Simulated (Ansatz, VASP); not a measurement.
# GeBi: VASP beside Ansatz

Wanted: the spread between two codes on one cell, functional and k mesh. The cell is invented: As first built, before any earlier steps moved the atoms (in the runner's words): it takes the SnP structure with all of its atoms replaced by other elements, volume scaled by an estimate. It may not be a known or stable phase. The cell is taken from a series of VASP runs on this material, whose earlier steps may have relaxed, scaled or displaced it; both programs get it as it stands.

Calculated with Ansatz 0.2.0; plane waves, with VASP 6.6.1 beside it; band structure at PBEsol, band structure at PBE, spin-orbit coupling and band structure at r2SCAN, spin-orbit coupling.

## 1. The starting structure

Symmetry: Fm-3m, No. 225, cubic system. The conventional cell has a = 6.001 Å, b = 6.001 Å, c = 6.001 Å, α = 90.00°, β = 90.00°, γ = 90.00°. Nearest to Bi lie 6 Ge at 3.00 Å. Nearest to Ge lie 6 Bi at 3.00 Å. As first built, before any earlier steps moved the atoms (in the runner's words): sites of the SnP structure (space group 225) filled with other elements, volume scaled by an estimate. Farther neighbours are not listed.

Structure file:

```
Bi Ge
1.0
     0.00000    3.00058    3.00058
     3.00058    0.00000    3.00058
     3.00058    3.00058    0.00000
Bi Ge
1 1
Cartesian
  0.0000 0.0000 0.0000
  3.0006 3.0006 3.0006
```

## 2. VASP: band structure, PBEsol

A single point gives forces, pressure and levels at one fixed geometry, so differences don't come from the geometry; what else differs is listed under the comparison.

Lines of VASP's logs that name or quote its potential files are left out, and so is its time.

INCAR reads:

```
SYSTEM = GeBi
PREC = Accurate
ENCUT = 410
EDIFF = 1E-06
NELM = 100
ISMEAR = 0
SIGMA = 0.02
LREAL = .FALSE.
ALGO = Normal
GGA = PS
LORBIT = 11
LWAVE = .FALSE.
LCHARG = .FALSE.
KPAR = 4
```

POSCAR reads:

```
GeBi
1.0
    0.0000000000      3.0005849367      3.0005849367
    3.0005849367      0.0000000000      3.0005849367
    3.0005849367      3.0005849367      0.0000000000
Bi Ge
1 1
Direct
    0.0000000000      0.0000000000      0.0000000000
    0.5000000000      0.5000000000      0.5000000000
```

KPOINTS reads:

```
Automatic mesh
0
Gamma
4 4 4
0 0 0
```

KPOINTS_OPT reads:

```
Line mode
16
Line-mode
Reciprocal
  0.00000000   0.00000000   0.00000000 GAMMA
  0.50000000   0.00000000   0.50000000 X

  0.50000000   0.00000000   0.50000000 X
  0.50000000   0.25000000   0.75000000 W

  0.50000000   0.25000000   0.75000000 W
  0.37500000   0.37500000   0.75000000 K

  0.37500000   0.37500000   0.75000000 K
  0.00000000   0.00000000   0.00000000 GAMMA

  0.00000000   0.00000000   0.00000000 GAMMA
  0.50000000   0.50000000   0.50000000 L

  0.50000000   0.50000000   0.50000000 L
  0.62500000   0.25000000   0.62500000 U

  0.62500000   0.25000000   0.62500000 U
  0.50000000   0.25000000   0.75000000 W

  0.50000000   0.25000000   0.75000000 W
  0.50000000   0.50000000   0.50000000 L

  0.50000000   0.50000000   0.50000000 L
  0.37500000   0.37500000   0.75000000 K

  0.62500000   0.25000000   0.62500000 U
  0.50000000   0.00000000   0.50000000 X
```

Potentials, in the order of the species: Bi_d and Ge_d (PBE family, release 64).

Command:

```bash
mpirun -np 4 vasp_std
```

Numbers of over 12 decimals in the logs are rounded to 6 here.

Output:

```text
[banner, memory and clock lines left out]
running    4 mpi-ranks, on    1 nodes
 distrk:  each k-point on    1 cores,    4 groups
 distr:  one band on    1 cores,    1 groups

 POSCAR found type information on POSCAR BiGe
 POSCAR found :  2 types and       2 ions
|                                                                             |
|               ----> ADVICE to this user running VASP <----                  |
|                                                                             |
|     You enforced a specific xc type in the INCAR file but a different       |
|     [... a line on the potential file left out ...]
|     I HOPE YOU KNOW WHAT YOU ARE DOING!                                     |
|                                                                             |

 LDA part: xc-table for (Slater+PW92), standard interpolation
 POSCAR, INCAR and KPOINTS ok, starting setup
 FFT: planning ... GRIDC
 FFT: planning ... GRID_SOFT
 FFT: planning ... GRID
 WAVECAR not read
 entering main loop
       N       E                     dE             d eps       ncg     rms          rms(c)
DAV:   1     0.215543648038E+03    0.21554E+03   -0.13687E+04   290   0.280E+03
DAV:   2     0.163391252079E+02   -0.19920E+03   -0.19686E+03   288   0.522E+02
DAV:   3    -0.773149356593E+01   -0.24071E+02   -0.23788E+02   314   0.165E+02
DAV:   4    -0.876501878254E+01   -0.10335E+01   -0.10292E+01   328   0.372E+01
DAV:   5    -0.880183804018E+01   -0.36819E-01   -0.36813E-01   394   0.664E+00    0.144E+00
DAV:   6    -0.876942894459E+01    0.32409E-01   -0.78038E-02   350   0.310E+00    0.778E-01
DAV:   7    -0.876478972939E+01    0.46392E-02   -0.25676E-02   336   0.187E+00    0.245E-01
DAV:   8    -0.876445465661E+01    0.33507E-03   -0.20651E-03   318   0.568E-01    0.353E-02
DAV:   9    -0.876446729254E+01   -0.12636E-04   -0.18740E-04   378   0.204E-01    0.202E-02
DAV:  10    -0.876446780676E+01   -0.51423E-06   -0.22389E-05   370   0.694E-02    0.378E-03
DAV:  11    -0.876446731452E+01    0.49224E-06   -0.40931E-06   330   0.366E-02
   1 F= -.87644673E+01 E0= -.87634095E+01  d E =-.211571E-02
 Start KPOINTS_OPT (optional k-point list driver)
k-point batch [1-8\160]
       N       E                     dE             ncg
DAV:   1    -0.874678342713E+03   -0.21244E+04      294
DAV:   2    -0.245102207428E+04   -0.15763E+04      288
DAV:   3    -0.265796714227E+04   -0.20695E+03      388
DAV:   4    -0.266413323956E+04   -0.61661E+01      354
DAV:   5    -0.266429313291E+04   -0.15989E+00      448
DAV:   6    -0.266429507209E+04   -0.19392E-02      376
DAV:   7    -0.266429515086E+04   -0.78771E-04      452
DAV:   8    -0.266429515171E+04   -0.84978E-06      348
[...]
k-point batch [153-160\160]
       N       E                     dE             ncg
DAV:   1    -0.103845905451E+04   -0.79344E+04      292
DAV:   2    -0.258279344925E+04   -0.15443E+04      290
DAV:   3    -0.275693643274E+04   -0.17414E+03      320
DAV:   4    -0.276322850231E+04   -0.62921E+01      312
DAV:   5    -0.276346085131E+04   -0.23235E+00      392
DAV:   6    -0.276346811386E+04   -0.72625E-02      358
DAV:   7    -0.276346821331E+04   -0.99455E-04      386
DAV:   8    -0.276346821556E+04   -0.22442E-05      278
DAV:   9    -0.276346821567E+04   -0.11211E-06      180
```

Parts of OUTCAR (step 2):

```text
ion  position               nearest neighbor table
   1  0.000  0.000  0.000-   2 3.00   2 3.00   2 3.00   2 3.00   2 3.00   2 3.00
   2  0.500  0.500  0.500-   1 3.00   1 3.00   1 3.00   1 3.00   1 3.00   1 3.00

  LATTYP: Found a face centered cubic cell.
 ALAT       =     6.0011698734

 Subroutine GETGRP returns: Found 48 space group operations
 (whereof 48 operations were pure point group operations)

The static configuration has the point symmetry O_h .

 Found      8 irreducible k-points:

   k-points           NKPTS =      8   k-points in BZ     NKDIM =      8   number of bands    NBANDS=     18

   dimension x,y,z NGX =    28 NGY =   28 NGZ =   28
   dimension x,y,z NGXF=    56 NGYF=   56 NGZF=   56

   ENCUT  =  410.0 eV  30.13 Ry    5.49 a.u.   7.01  7.01  7.01*2*pi/ulx,y,z

   NELECT =      29.0000    total number of electrons

 k-points in reciprocal lattice and weights: Automatic mesh
   0.00000000  0.00000000  0.00000000       0.016
   0.25000000  0.00000000  0.00000000       0.125
   0.50000000  0.00000000  0.00000000       0.062
   0.25000000  0.25000000  0.00000000       0.094
   0.50000000  0.25000000  0.00000000       0.375
  -0.25000000  0.25000000  0.00000000       0.188
   0.50000000  0.50000000  0.00000000       0.047
  -0.25000000  0.50000000  0.25000000       0.094

 average (electrostatic) potential at core
       1-104.3063       2 -72.6455

 E-fermi :   6.0641

 k-point     1 :       0.0000    0.0000    0.0000
  band No.  band energies     occupation
    ...
     11      -6.7306      2.00000
     12       1.9201      2.00000
     13       5.6185      2.00000
     14       5.6185      2.00000
     15       5.6185      2.00000
     16      10.7760      0.00000
     17      10.7760      0.00000
     18      10.7760      0.00000

 k-point     2 :       0.2500    0.0000    0.0000
  band No.  band energies     occupation
    ...
     10     -16.3745      2.00000
     11      -6.0535      2.00000
     12      -0.2995      2.00000
     13       5.7963      2.00000
     14       5.7963      2.00000
     15       6.4169      0.00000
     16       8.7898      0.00000
     17       8.7898      0.00000
     18       8.8216      0.00000

 k-point     3 :       0.5000    0.0000    0.0000
  band No.  band energies     occupation
    ...
      8     -16.3818      2.00000
      9     -16.3676      2.00000
     10     -16.3676      2.00000
     11      -4.7617      2.00000
     12      -2.6062      2.00000
     13       6.5384      0.00000
     14       6.5384      0.00000
     15       6.9522      0.00000
     16       6.9522      0.00000
     17       7.1057      0.00000
    ...

  Total       -1.0822331     -1.0822331     -1.0822331     -0.0000000     -0.0000000      0.0000000
  in kB      -32.0910282    -32.0910282    -32.0910282     -0.0000000     -0.0000000      0.0000000
  external PRESSURE =     -32.0910282 kB  Pullay stress =       0.0000000 kB

  energy-cutoff  :      410.00
  volume of cell :       54.03
      direct lattice vectors                 reciprocal lattice vectors
     0.000000000  3.000584937  3.000584937    -0.166634177  0.166634177  0.166634177
     3.000584937  0.000000000  3.000584937     0.166634177 -0.166634177  0.166634177
     3.000584937  3.000584937  0.000000000     0.166634177  0.166634177 -0.166634177

 POSITION                                       TOTAL-FORCE (eV/Angst)
 -----------------------------------------------------------------------------------
      0.00000      0.00000      0.00000         0.000000      0.000000     -0.000000
      3.00058      3.00058      3.00058         0.000000      0.000000      0.000000
 -----------------------------------------------------------------------------------
    total drift:                                0.000000      0.000000      0.000000

  FREE ENERGIE OF THE ION-ELECTRON SYSTEM (eV)
  ---------------------------------------------------
  free  energy   TOTEN  =        -8.7644673145 eV

  energy  without entropy=       -8.7623516036  energy(sigma->0) =       -8.76340946

 total charge
# of ion       s       p       d       tot
------------------------------------------
    1        1.502   1.348   9.927  12.777
    2        1.222   0.970   9.996  12.188
--------------------------------------------------
tot          2.724   2.319  19.923  24.965

[... 3 further parts left out ...]
```

At this level the cell is under a tension of 3.2 GPa, so at these settings it is away from equilibrium.

## 3. Ansatz: band structure, PBEsol

Ansatz runs on its default PAW (the set named soft_2) files.

The same cell, functional, mesh and smearing now go to Ansatz, which takes its cutoff from its data sets.

input.yaml reads:

```yaml
crystal:
  lattice:
    - [0.0, 3.0005849367, 3.0005849367]
    - [3.0005849367, 0.0, 3.0005849367]
    - [3.0005849367, 3.0005849367, 0.0]
  atoms:
    - { symbol: Bi, position: [0.0, 0.0, 0.0] }
    - { symbol: Ge, position: [0.5, 0.5, 0.5] }
hamiltonian:
  xc: pbesol
  pseudopotentials: { kind: paw }
kpoints:
  mp_grid: { grid: [4, 4, 4] }
  band_path:
    path:
      - [0.0, 0.0, 0.0]
      - [0.16667, 0.0, 0.16667]
      - [0.33333, 0.0, 0.33333]
      - [0.5, 0.0, 0.5]
      - [0.5, 0.08333, 0.58333]
      - [0.5, 0.18333, 0.68333]
      - [0.5, 0.25, 0.75]
      - [0.45, 0.3, 0.75]
      - [0.40833, 0.34167, 0.75]
      - [0.35, 0.35, 0.7]
      - [0.225, 0.225, 0.45]
      - [0.075, 0.075, 0.15]
      - [0.03333, 0.03333, 0.03333]
      - [0.23333, 0.23333, 0.23333]
      - [0.4, 0.4, 0.4]
      - [0.51667, 0.46667, 0.51667]
      - [0.55833, 0.38333, 0.55833]
      - [0.60833, 0.28333, 0.60833]
      - [0.60833, 0.25, 0.64167]
      - [0.55833, 0.25, 0.69167]
      - [0.51667, 0.25, 0.73333]
      - [0.5, 0.3, 0.7]
      - [0.5, 0.38333, 0.61667]
      - [0.5, 0.48333, 0.51667]
      - [0.475, 0.475, 0.55]
      - [0.425, 0.425, 0.65]
      - [0.38333, 0.38333, 0.73333]
      - [0.59167, 0.18333, 0.59167]
      - [0.55, 0.1, 0.55]
      - [0.5, 0.0, 0.5]
    npoints: 1
scf:
  occupations: { method: gaussian, width: 0.02 }
  n_extra_bands: 7
output:
  forces: true
  stress: true
  eigenvalues: true
  write_density: true
  write_potential: true
  elf: true
  volumetric_format: npy
```

Command:

```bash
ansatz run input.yaml --threads 2 --pin off --max-ram 4608MiB --backend cpu --events-out ev --progress --plain --runs-dir out
```

Output:

```text
scf.n_extra_bands = 7 over 15 filled bands (N_el = 29.0): the run solves 22 bands
Engine: ansatz 0.2.0, aarch64-unknown-linux-gnu
Pseudopotentials: kind: paw
Pseudopotential: Bi, paw, valence charge 15, recommended cutoff 420 eV (normal), Bi.paw.azcp
Pseudopotential: Ge, paw, valence charge 14, recommended cutoff 420 eV (normal), Ge.paw.azcp
Functional definition: PBEsol
  exchange = pbesol_x
  correlation = pbesol_c
Crystal: 2 atoms, lattice volume = 54.032 Å³
Basis set: ecut = 420 eV, 1067 PW (Γ), exchange–correlation on 60×60×60 points (8 copies of the dense FFT grid, shifted against one another)
Bands: 22, of which v1, the nominal top of the filled ones, is band 15 counted from 1 (14 counted from 0)
Symmetry: 48 space group operations
Space group: Fm-3m (ITA 225), of the structure as read, at distance tolerance 3.8e-5 Å
k-points: 8 of 64
Non-local potential: Bi, projectors of the file, l = 0: 2, l = 1: 2, l = 2: 2, l = 3: 2
Non-local potential: Ge, projectors of the file, l = 0: 2, l = 1: 2, l = 2: 3, l = 3: 1
PAW form: soft (Blöchl's): semilocal exchange-correlation on the pseudo side does not see the compensation charge
PAW frozen core: Bi, regenerated for the run's functional, and the local potential with it (the file was generated under x = pbe(κ = 0.804, μ = 0.219515), c = pbe(β = 0.066725))
PAW frozen core: Ge, regenerated for the run's functional, and the local potential with it (the file was generated under x = pbe(κ = 0.804, μ = 0.219515), c = pbe(β = 0.066725))
PAW one-centre angular grid: Bi, 590 points (default); XC on 64 Gauss nodes
PAW one-centre angular grid: Ge, 590 points (default); XC on 64 Gauss nodes
Initial density: superposition of atomic densities (neutral atoms: chi_scale 0, normalization atom), corrected by the library's trained network
Initial wavefunctions: pseudopotential atomic-orbital guess
Functional: x = pbesol(κ = 0.804, μ = 0.123457), c = pbesol(β = 0.046)
SCF iter   1: F=—  HF=-16495.029880 eV  |F-HF|=—  |Δ(HF+E_count)|=         —  Δρ=1.36e-3  dr2=1.41e-3  ethr=1.77e-3  ⟨swp⟩=7.0  Hψ=856  notcnv=0
preconditioner: auto → none  [insulator: Δε(μ)=0.358 eV  Ē_g=24.356 eV  σ=0.020 eV  W_gap=0.50  n_scr=14 (ndim 8)  ℏωp=27.2 eV  f_vac=0.000  D(μ)=10.58/eV (n_scr^D=180)  ε∞_Penn≈2.2]
SCF iter   2: F=—  HF=-16495.027729 eV  |F-HF|=—  |Δ(HF+E_count)|=   2.15e-3  Δρ=5.96e-4  dr2=1.89e-4  ethr=4.85e-6  ⟨swp⟩=3.1  Hψ=419  notcnv=0  defer=18
SCF iter   3: F=—  HF=-16495.027688 eV  |F-HF|=—  |Δ(HF+E_count)|=   4.10e-5  Δρ=2.09e-4  dr2=2.56e-5  ethr=6.51e-7  ⟨swp⟩=2.0  Hψ=270  notcnv=0  defer=18
SCF iter   4: F=—  HF=-16495.027682 eV  |F-HF|=—  |Δ(HF+E_count)|=   5.71e-6  Δρ=8.04e-5  dr2=3.89e-6  ethr=8.83e-8  ⟨swp⟩=2.6  Hψ=294  notcnv=0  defer=18
iter 5 did not close the SCF: its close was put off for the readings that it lacked (scf_convergence_deferred on its scf_iter line)
SCF iter   5: F=-16495.027682 eV  HF=-16495.027682 eV  |F-HF|=6.12e-8  |Δ(HF+E_count)|=   3.67e-8  Δρ=1.28e-5  dr2=6.24e-8  ethr=1.34e-8  ⟨swp⟩=2.1  Hψ=187  notcnv=0  defer=18
SCF iter   6: F=-16495.027682 eV  HF=-16495.027682 eV  |F-HF|=1.94e-8  |Δ(HF+E_count)|=   5.16e-9  Δρ=5.78e-6  dr2=1.14e-8  ethr=2.15e-10  ⟨swp⟩=10.8  Hψ=1202  notcnv=0
SCF 1 converged in 6 iterations: F = -16495.027682 eV  dr2 = 1.14e-8
  greatest PAW one-centre occupation: 0.998 electrons in one spin orbital (limit 2), on the Ge atom at site 1 (counted from 0), in its partial waves of l = 2
NSCF: frozen V_eff on 30 k-points
SCF converged after 6 iterations
Free energy (F): -16495.027682 eV
Harris-Foulkes:  -16495.027682 eV  (|F-HF|=1.94e-8)
Internal energy: -16495.025567 eV  (E = F + TS)
E sigma→0 (E₀):  -16495.026624 eV
Entropy (-TS):   -0.002116 eV (-1.058 meV/atom)
Fermi energy:    9.776304 eV
--- Per-component energies (eV) ---
  E_band       = -231.043261
  E_kinetic    = 412.441036
  E_local      = -3805.363785  (includes V_loc(G=0)·N_el)
  E_nonlocal   = 979.302400
  E_hartree    = 1493.258889
  E_xc         = -224.196208
  E_vxc        = -207.523728  (∫ρ·V_xc dr)
  E_paw        = -12486.606889  (= ΣΔE_a)
  E_vpaw       = -596.424091  (= ΣTr[D̂ρ^β])
  E_aug_tail   = -0.000141  (compensation charges beyond the density's cutoff)
  E_ewald      = -2864.868558
  E_core_change = 1.007688  (= ΣΔE_core)
  E_smearing   = -0.002116  (= −TS)
  E_closure    = -0.000000  (closes the sum)
  Σ components = -16495.027682   (vs F -16495.027682, Δ=0.00e0)
--- Forces (eV/Å), atoms counted from 1 ---
  atom   1  Bi    -0.00000000     0.00000000     0.00000000
  atom   2  Ge     0.00000000    -0.00000000     0.00000000
  max |Σ_I F_I| component: 7.39e-29 eV/Å
--- Stress (GPa, compression-positive) ---
       -2.973474      -0.000000      -0.000000
       -0.000000      -2.973474       0.000000
       -0.000000       0.000000      -2.973474
  P = ⅓ Tr σ = -2.9735 GPa (-29.735 kbar)
--- Band table (eV; the first three rows and the last of 8) ---
  k-point 0: bands = [... 11 lower, 5.6428, 9.3299, 9.3299, 9.3299, 14.4875, 14.4875, 14.4875, 15.9914, ... 3 higher]
  k-point 1: bands = [... 11 lower, 3.4184, 9.5074, 9.5074, 10.1309, 12.4997, 12.4997, 12.5345, 16.1825, ... 3 higher]
  k-point 2: bands = [... 11 lower, 1.1057, 10.2490, 10.2490, 10.6625, 10.6625, 10.8157, 10.9046, 19.7478, ... 3 higher]
  k-point 7: bands = [... 11 lower, 2.0694, 5.6929, 5.6929, 11.1591, 11.2281, 16.0686, 16.0686, 17.7989, ... 3 higher]
```

It took 0.85 s on 2 threads of Arm Neoverse V2, shared host; peak memory 0.3 GiB; 1.5 s of CPU time.

## 4. Comparison

Known differences besides the potentials themselves: the cutoff is 420 eV in Ansatz and 410 eV in VASP; Ansatz makes its cores anew for this functional, VASP keeps those of its PBE data sets; VASP leaves aspherical gradient terms in its spheres out (LASPH is not set), Ansatz keeps them. Total energies have different zeros and are not compared.

Both answers:

```csv
quantity,Ansatz,VASP,difference
pressure (GPa),-2.97,-3.21,+0.24
```

Levels from 3 eV below to 2 eV above the Fermi level differ by 1 meV r.m.s. and 2 meV at most; each VASP level is matched to the nearest of Ansatz, which flatters the figure a little.

[end of part 1 of 2]

[Lines on the potential files, build, host, timing and source positions are cut from VASP's logs without a mark.]

[Logs are printed without paths, hosts, clocks, repeated set-up lines and the standing remarks that a program may print on its own settings, such as how far it seeks lower states.]

[Hosts, paths, dates, database ids (printed as entryN), source tags and the programs' standing remarks are cut or masked in the printed files.]
